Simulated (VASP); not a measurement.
Here is the system:

```
CELL_PARAMETERS angstrom
      4.15444    -2.24222     0.01616
      4.15444     2.24222     0.01616
      2.92994     0.00000     3.70171
ATOMIC_POSITIONS crystal
  Bi 0.23347 0.23347 0.23347
  Bi 0.76653 0.76653 0.76653
```

All values below come from optB88-vdW, VASP's PBE PAW potentials (set 64) (plane waves; VASP). Run with 520 eV cut-off, 10×10×10 Γ-centred mesh, first-order Methfessel-Paxton smearing of 0.10 eV, potentials Bi_d.

**Question.** The ions and cell shape at fixed volume are relaxed. What does this cell relax into?

**Answer.** 
```
CELL_PARAMETERS angstrom
      4.08646    -2.26407    -0.01972
      4.08646     2.26407    -0.01972
      2.85002     0.00000     3.70175
ATOMIC_POSITIONS crystal
  Bi 0.23726 0.23726 0.23726
  Bi 0.76274 0.76274 0.76274
```
Space group R-3m (166), at a tolerance of 0.03 Å.

**Question.** How much energy does the relaxation gain?

**Answer.** The energy (σ→0) changes by -8.9 meV/atom, in 6 ionic steps.

```
step  E(σ→0) (eV)  max force (eV/Å)  pressure (GPa)  volume (Å³)
----  -----------  ----------------  --------------  -----------
1         -1.0255             0.369            3.22        68.75
2         -1.0363             0.200            2.79        68.75
3         -1.0420             0.036            2.19        68.75
4         -1.0420             0.022            2.23        68.75
5         -1.0428             0.011            2.20        68.75
6         -1.0432             0.003            2.17        68.75
```

The compound is Bi in the a7 structure. This cell is one point of a volume scan, at 0.94 of the reference volume. Symmetry was kept, so distortions that lower it aren't found.
